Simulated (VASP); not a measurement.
Data:

```
RbCl
1.0
    0.00000     3.41674     3.41674
    3.41674     0.00000     3.41674
    3.41674     3.41674     0.00000
Rb Cl
1 1
Cartesian
  0.00000   0.00000   0.00000
  3.41674   3.41674   3.41674
```

The numbers are results of PBE GGA, VASP's PBE PAW potentials (set 64) (plane waves; VASP 6.6.1), not measurements. Run with 520 eV cut-off, 7×7×7 Γ-centred mesh, Gaussian smearing of 0.050 eV, potentials Rb_sv Cl.

**Question.** Estimate the energy per atom (σ→0), band gap (on the k-mesh) with the smallest direct gap where there is one.

**Answer.** 
The band gap (on the k-mesh) is 4.66 eV and the smallest direct gap (on the k-mesh) is 4.66 eV. The energy per atom (σ→0) is -3.333 eV/atom.

The absolute energy has meaning only against runs of the same code, potentials and settings.

The compound is RbCl in the rock salt structure. This cell is one point of a volume scan, at 1.06 of the reference volume.
